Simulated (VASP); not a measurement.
Level of theory: PBEsol GGA, VASP's PBE PAW potentials (set 64) (plane waves; VASP).

Input for VASP

KPOINTS:
```
Automatic mesh
0
Gamma
12 12 12
0 0 0
```

**POSCAR**
```
Ca
1.0
  0.0000000000   2.5448556673   2.5448556673
  2.5448556673   0.0000000000   2.5448556673
  2.5448556673   2.5448556673   0.0000000000
Ca
1
Cartesian
  0.0000000000   0.0000000000   0.0000000000
```

### INCAR
```
LWAVE = .FALSE.
EDIFF = 1E-6
NELM = 100   # most electronic steps
ISMEAR = 1   # Methfessel-Paxton
SYSTEM = Ca
SIGMA = 0.1   # width (eV)
NSW = 40   # most ionic steps
GGA = PS   # PBEsol
ALGO = Normal
LCHARG = .FALSE.
EDIFFG = -0.02   # ionic stop
PSTRESS = 50   # kbar
LREAL = .FALSE.   # projection in real space or not
ENCUT = 500   # plane-wave cut-off (eV)
IBRION = 2   # conjugate gradients
LASPH = .TRUE.
ISIF = 3   # ions, shape and volume
PREC = Accurate
```

POTCAR, in this order: Ca_sv (PBE.64 set). Program: vasp_std.

The run wrote:

File OSZICAR:
```
       N       E                     dE             d eps       ncg     rms          rms(c)
DAV:   1     0.630146937905E+02    0.63015E+02   -0.51769E+03  1296   0.101E+03
DAV:   2    -0.816195852048E+00   -0.63831E+02   -0.63587E+02  1337   0.229E+02
DAV:   3    -0.200845234094E+01   -0.11923E+01   -0.11836E+01  1968   0.341E+01
DAV:   4    -0.205009314927E+01   -0.41641E-01   -0.41607E-01  1829   0.474E+00
DAV:   5    -0.205072941293E+01   -0.63626E-03   -0.63616E-03  2088   0.383E-01    0.206E+00
DAV:   6    -0.203436834059E+01    0.16361E-01   -0.93225E-03  1588   0.126E+00    0.122E+00
DAV:   7    -0.202672172654E+01    0.76466E-02   -0.15238E-02  1989   0.165E+00    0.103E-01
DAV:   8    -0.202656725040E+01    0.15448E-03   -0.86128E-04  1516   0.306E-01    0.208E-02
DAV:   9    -0.202656492828E+01    0.23221E-05   -0.48797E-05  1981   0.626E-02    0.123E-02
DAV:  10    -0.202656573049E+01   -0.80222E-06   -0.49860E-06  1570   0.274E-02
   1 F= -.99788907E+00 E0= -.99817779E+00  d E =-.997889E+00
```

OUTCAR:
```
------------------------ aborting loop because EDIFF is reached ----------------------------------------
  FORCE on cell =-STRESS in cart. coord.  units (eV):
  Direction    XX          YY          ZZ          XY          YZ          ZX
  --------------------------------------------------------------------------------------
  Total        1.0172266      1.0172266      1.0172266     -0.0000000      0.0000000     -0.0000000
  in kB       49.4434583     49.4434583     49.4434583     -0.0000000      0.0000000     -0.0000000
  external PRESSURE =      -0.5565417 kB  Pullay stress =      50.0000000 kB
  volume of cell :       32.96
      direct lattice vectors                 reciprocal lattice vectors
     0.000000000  2.544855667  2.544855667    -0.196474797  0.196474797  0.196474797
     2.544855667  0.000000000  2.544855667     0.196474797 -0.196474797  0.196474797
     2.544855667  2.544855667  0.000000000     0.196474797  0.196474797 -0.196474797
 POSITION                                       TOTAL-FORCE (eV/Angst)
 -----------------------------------------------------------------------------------
      0.00000      0.00000      0.00000         0.000000      0.000000      0.000000
 -----------------------------------------------------------------------------------
    total drift:                               -0.000000     -0.000000     -0.000000
  FREE ENERGIE OF THE ION-ELECTRON SYSTEM (eV)
  ---------------------------------------------------
  free  energy   TOTEN  =        -2.0265657305 eV

  energy  without entropy=       -2.0274318999  energy(sigma->0) =       -2.02685445
  enthalpy is  TOTEN    =        -0.9978890706 eV   P V=        1.0286766599

 reached required accuracy - stopping structural energy minimisation
```
(Selected blocks of OUTCAR.)

The compound is Ca in the fcc structure. It was relaxed first under an external pressure of 5 GPa.
